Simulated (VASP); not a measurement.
The input files of a VASP run:

### INCAR
```
SYSTEM = NaF
PREC = Accurate
ENCUT = 520
EDIFF = 1E-6
NELM = 25
ALGO = VeryFast
LREAL = .FALSE.
LASPH = .TRUE.
ISMEAR = 0
SIGMA = 0.05
GGA = PE
LWAVE = .FALSE.
LCHARG = .FALSE.
ISIF = 2
HFSCREEN = 0.2
AEXX = 0.25
LHFCALC = .TRUE.
PRECFOCK = Fast
ISYM = 3
```

**POSCAR**
```
NaF
1
    0.0000000000     2.3150000000     2.3150000000
    2.3150000000     0.0000000000     2.3150000000
    2.3150000000     2.3150000000     0.0000000000
Na F
1 1
Direct
  0.0000000000   0.0000000000   0.0000000000
  0.5000000000   0.5000000000   0.5000000000
```

### KPOINTS
```
Automatic mesh
0
Gamma
2 2 2
0 0 0
```

POTCAR, in this order: Na_pv F (PBE.64 set). Program: vasp_std.

The run wrote:

File standard output:
```
 POSCAR found type information on POSCAR NaF
 POSCAR found :  2 types and       2 ions
 Reading from existing POTCAR
 Reading from existing POTCAR
 LDA part: xc-table for (Slater+PW92), standard interpolation
 POSCAR, INCAR and KPOINTS ok, starting setup
 WAVECAR not read
 entering main loop
       N       E                     dE             d eps       ncg     rms          rms(c)
RMM:   1    -0.203619573846E+02   -0.20362E+02   -0.73187E+03    33   0.137E+03
RMM:   2    -0.527065463920E+02   -0.32345E+02   -0.18696E+03    33   0.344E+02
RMM:   3    -0.735665319224E+02   -0.20860E+02   -0.40770E+02    33   0.188E+02
RMM:   4    -0.703329276614E+02    0.32336E+01   -0.75825E+01    33   0.106E+02
RMM:   5    -0.678968551886E+02    0.24361E+01   -0.28427E+01    33   0.625E+01
RMM:   6    -0.669667614410E+02    0.93009E+00   -0.19149E+01    33   0.451E+01
RMM:   7    -0.663539972006E+02    0.61276E+00   -0.10466E+01    33   0.339E+01
RMM:   8    -0.663296952912E+02    0.24302E-01   -0.10102E+01    33   0.329E+01
RMM:   9    -0.659641141135E+02    0.36558E+00   -0.61348E+00   103   0.287E+01
RMM:  10    -0.662495041658E+02   -0.28539E+00   -0.40076E+00    99   0.122E+01
RMM:  11    -0.662660044092E+02   -0.16500E-01   -0.41314E+00   101   0.115E+01
RMM:  12    -0.664192195507E+02   -0.15322E+00   -0.43359E+00   104   0.106E+01    0.650E+00
RMM:  13     0.825343671986E+02    0.14895E+03   -0.36387E+01   114   0.514E+01    0.820E+00
RMM:  14     0.790024060620E+02   -0.35320E+01   -0.96386E+00   105   0.238E+01    0.107E+00
RMM:  15     0.808732955585E+02    0.18709E+01   -0.72980E+00   102   0.142E+01    0.849E-01
RMM:  16     0.804925536178E+02   -0.38074E+00   -0.66343E+00   108   0.121E+01    0.253E-01
RMM:  17     0.805670763860E+02    0.74523E-01   -0.75521E+00   108   0.127E+01    0.348E-01
RMM:  18     0.804856961508E+02   -0.81380E-01   -0.73204E+00   110   0.127E+01    0.158E-01
RMM:  19     0.805717056771E+02    0.86010E-01   -0.74421E+00   109   0.134E+01    0.266E-01
RMM:  20     0.804880957391E+02   -0.83610E-01   -0.71769E+00   110   0.123E+01    0.213E-01
RMM:  21     0.805568242311E+02    0.68728E-01   -0.77669E+00   112   0.133E+01    0.274E-01
RMM:  22     0.804671641226E+02   -0.89660E-01   -0.71924E+00   115   0.131E+01    0.199E-01
RMM:  23     0.805553640055E+02    0.88200E-01   -0.76864E+00   114   0.133E+01    0.250E-01
RMM:  24     0.804636947560E+02   -0.91669E-01   -0.71934E+00   111   0.129E+01    0.229E-01
RMM:  25     0.805457629244E+02    0.82068E-01   -0.78152E+00   114   0.132E+01

 -----------------------------------------------------------------------------
|                                                                             |
|           W    W    AA    RRRRR   N    N  II  N    N   GGGG   !!!           |
|           W    W   A  A   R    R  NN   N  II  NN   N  G    G  !!!           |
|           W    W  A    A  R    R  N N  N  II  N N  N  G       !!!           |
|           W WW W  AAAAAA  RRRRR   N  N N  II  N  N N  G  GGG   !            |
|           WW  WW  A    A  R   R   N   NN  II  N   NN  G    G                |
|           W    W  A    A  R    R  N    N  II  N    N   GGGG   !!!           |
|                                                                             |
|     The electronic self-consistency was not achieved in the given           |
|     number of steps (NELM). The forces and other quantities evaluated       |
|     might not be reliable so examine the results carefully. If you find     |
|     spurious results, we suggest increasing NELM, if you were close to      |
|     convergence or switching to a different ALGO or adjusting the           |
|     density mixing parameters otherwise.                                    |
|                                                                             |
 -----------------------------------------------------------------------------

   1 F= 0.80545763E+02 E0= 0.80545763E+02  d E =-.601059E-13
```

**OUTCAR**
```
------------------------ aborting loop EDIFF was not reached (unconverged)  ----------------------------
  FORCE on cell =-STRESS in cart. coord.  units (eV):
  Direction    XX          YY          ZZ          XY          YZ          ZX
  --------------------------------------------------------------------------------------
  Total      -80.6207662    -80.6207662    -80.6207662      0.0000000      0.0000000      0.0000000
  in kB    -5205.6446863  -5205.6446863  -5205.6446863      0.0000000      0.0000000      0.0000000
  external PRESSURE =   -5205.6446863 kB  Pullay stress =       0.0000000 kB
  volume of cell :       24.81
      direct lattice vectors                 reciprocal lattice vectors
     0.000000000  2.315000000  2.315000000    -0.215982721  0.215982721  0.215982721
     2.315000000  0.000000000  2.315000000     0.215982721 -0.215982721  0.215982721
     2.315000000  2.315000000  0.000000000     0.215982721  0.215982721 -0.215982721
  FREE ENERGIE OF THE ION-ELECTRON SYSTEM (eV)
  ---------------------------------------------------
  free  energy   TOTEN  =        80.5457629244 eV

  energy  without entropy=       80.5457629244  energy(sigma->0) =       80.54576292

  exchange ACFDT corr.  =         0.00000000  see jH, gK, PRB 81, 115126
```
(Selected blocks of OUTCAR.)

Q: Read the log: what went wrong, and how is it fixed?

A: The cause: a hybrid functional was run with ALGO = VeryFast. The run did not converge; its last values are not results. Against the sound run, the energy per atom (σ→0) rises by 45.438 eV/atom; the pressure drops by 521.28 GPa; the band gap falls by 3.75 eV. To mend it, set ALGO = Normal.

The mended run (HSE06 screened hybrid, plane waves, VASP's PBE PAW potentials (set 64)) converges, and its OSZICAR ends with
```
   1 F= -.10329636E+02 E0= -.10329636E+02  d E =-.145471E-18
```

The compound is NaF in the rock salt structure. The cell was not relaxed at this level.
